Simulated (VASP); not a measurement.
Output of a VASP run:

OSZICAR:
```
...
DAV:   2    -0.700391537630E+02    0.37680E-02   -0.24462E-02   702   0.111E+00    0.251E-01
DAV:   3    -0.700398859010E+02   -0.73214E-03   -0.28086E-03   646   0.458E-01    0.133E-01
DAV:   4    -0.700398914196E+02   -0.55186E-05   -0.18417E-03   742   0.329E-01    0.568E-02
DAV:   5    -0.700399023154E+02   -0.10896E-04   -0.39724E-04   654   0.182E-01    0.216E-02
DAV:   6    -0.700396047233E+02    0.29759E-03   -0.18715E-04   648   0.134E-01    0.111E-02
DAV:   7    -0.700399001919E+02   -0.29547E-03   -0.18062E-04   646   0.130E-01    0.507E-03
DAV:   8    -0.700399123896E+02   -0.12198E-04   -0.87164E-05   646   0.998E-02    0.310E-03
DAV:   9    -0.700400128091E+02   -0.10042E-03   -0.45460E-05   630   0.740E-02    0.279E-03
DAV:  10    -0.700400492135E+02   -0.36404E-04   -0.18315E-05   547   0.454E-02    0.184E-03
DAV:  11    -0.700400588004E+02   -0.95869E-05   -0.15433E-05   490   0.391E-02
   7 F= -.70040059E+02 E0= -.70040059E+02  d E =-.283405E-01
       N       E                     dE             d eps       ncg     rms          rms(c)
DAV:   1    -0.700534850628E+02   -0.13436E-01   -0.49705E-01   646   0.662E+00    0.655E-01
DAV:   2    -0.700418529622E+02    0.11632E-01   -0.70491E-02   824   0.173E+00    0.449E-01
DAV:   3    -0.700389979777E+02    0.28550E-02   -0.66285E-03   679   0.684E-01    0.212E-01
DAV:   4    -0.700389210423E+02    0.76935E-04   -0.52334E-03   784   0.564E-01    0.143E-01
DAV:   5    -0.700387477090E+02    0.17333E-03   -0.67252E-04   725   0.232E-01    0.946E-02
DAV:   6    -0.700389774259E+02   -0.22972E-03   -0.33102E-04   646   0.156E-01    0.221E-02
DAV:   7    -0.700389284017E+02    0.49024E-04   -0.10108E-04   647   0.890E-02    0.202E-02
DAV:   8    -0.700389864709E+02   -0.58069E-04   -0.45980E-05   628   0.700E-02    0.143E-02
DAV:   9    -0.700391416274E+02   -0.15516E-03   -0.40858E-04   718   0.167E-01    0.934E-03
DAV:  10    -0.700393125449E+02   -0.17092E-03   -0.24942E-04   646   0.159E-01    0.513E-03
DAV:  11    -0.700393800652E+02   -0.67520E-04   -0.64122E-05   642   0.829E-02    0.428E-03
DAV:  12    -0.700394852629E+02   -0.10520E-03   -0.58353E-05   703   0.784E-02    0.261E-03
DAV:  13    -0.700395161518E+02   -0.30889E-04   -0.11057E-05   487   0.398E-02    0.135E-03
DAV:  14    -0.700395233071E+02   -0.71553E-05   -0.75778E-06   589   0.278E-02
   8 F= -.70039523E+02 E0= -.70039523E+02  d E =0.535493E-03
       N       E                     dE             d eps       ncg     rms          rms(c)
DAV:   1    -0.700452119413E+02   -0.56958E-02   -0.15492E-01   646   0.370E+00    0.356E-01
DAV:   2    -0.700417082584E+02    0.35037E-02   -0.20934E-02   826   0.953E-01    0.249E-01
DAV:   3    -0.700408604341E+02    0.84782E-03   -0.19499E-03   698   0.355E-01    0.117E-01
DAV:   4    -0.700407085924E+02    0.15184E-03   -0.13897E-03   706   0.291E-01    0.789E-02
DAV:   5    -0.700406691733E+02    0.39419E-04   -0.13906E-04   829   0.101E-01    0.518E-02
DAV:   6    -0.700407770502E+02   -0.10788E-03   -0.13095E-04   646   0.103E-01    0.108E-02
DAV:   7    -0.700407353834E+02    0.41667E-04   -0.39894E-05   563   0.616E-02    0.978E-03
DAV:   8    -0.700407511212E+02   -0.15738E-04   -0.31339E-05   587   0.491E-02    0.756E-03
DAV:   9    -0.700409475639E+02   -0.19644E-03   -0.22057E-04   716   0.123E-01    0.551E-03
DAV:  10    -0.700409331481E+02    0.14416E-04   -0.47629E-05   645   0.656E-02    0.222E-03
DAV:  11    -0.700409340446E+02   -0.89655E-06   -0.35730E-05   591   0.525E-02
   9 F= -.70040934E+02 E0= -.70040934E+02  d E =-.875244E-03
```

File OUTCAR:
```
------------------------ aborting loop because EDIFF is reached ----------------------------------------
  FORCE on cell =-STRESS in cart. coord.  units (eV):
  Direction    XX          YY          ZZ          XY          YZ          ZX
  --------------------------------------------------------------------------------------
  Total       -0.0057466     -0.0057466     -0.0076221      0.0000000      0.0000000     -0.0000000
  in kB       -0.0518283     -0.0518283     -0.0687434      0.0000000      0.0000000     -0.0000000
  external PRESSURE =      -0.0574666 kB  Pullay stress =       0.0000000 kB
  volume of cell :      177.65
      direct lattice vectors                 reciprocal lattice vectors
     3.182929289  0.000000000  0.000000000     0.314176002  0.181389601 -0.000000000
    -1.591464645  2.756497606  0.000000000    -0.000000000  0.362779201 -0.000000000
    -0.000000000  0.000000000 20.247484540    -0.000000000 -0.000000000  0.049388851
 POSITION                                       TOTAL-FORCE (eV/Angst)
 -----------------------------------------------------------------------------------
      1.59147      0.91883     10.12374         0.000000     -0.000000     -0.000000
     -0.00000      1.83767     11.68310        -0.000000      0.000000      0.002245
     -0.00000      1.83767      8.56438        -0.000000      0.000000     -0.002245
 -----------------------------------------------------------------------------------
    total drift:                               -0.000182      0.000105      0.000000
  FREE ENERGIE OF THE ION-ELECTRON SYSTEM (eV)
  ---------------------------------------------------
  free  energy   TOTEN  =       -70.0409340446 eV

  energy  without entropy=      -70.0409340446  energy(sigma->0) =      -70.04093404

 reached required accuracy - stopping structural energy minimisation
```
(Selected blocks of OUTCAR.)

File POSCAR:
```
WS2 monolayer
1
    3.1813153597     0.0000000000     0.0000000000
   -1.5906576799     2.7550998964     0.0000000000
    0.0000000000     0.0000000000    20.2680335017
W S
1 2
Direct
  0.6666670000   0.3333330000   0.5000000000
  0.3333330000   0.6666670000   0.5823310000
  0.3333330000   0.6666670000   0.4176690000
```

Reconstruct the remaining input files.

This is not unique; one that fits is the input of the run itself, r2SCAN meta-GGA, plane waves, VASP's PBE PAW potentials (set 64).

### INCAR
```
ALGO=Normal
EDIFFG=-0.03
METAGGA=R2SCAN
NSW=50
PREC=Normal
IBRION=2
EDIFF=1E-5
LMAXMIX=6
ISIF=4   ! ions and shape, fixed volume
LMIXTAU=T
LREAL=F   ! projection in real space or not
ISMEAR=0
LCHARG=F
NELM=100   ! most electronic steps
NELMIN=4
LWAVE=T
SIGMA=0.05
ENCUT=400
LASPH=T   ! aspherical one-centre terms
SYSTEM=WS2 monolayer
```

File KPOINTS:
```
Regular mesh
0
Gamma
 12 12 1
```

POTCAR, in this order: W_sv S (PBE.64 set). Program: vasp_std.

The cell is a sheet with vacuum, built from WS2 (2H layered).
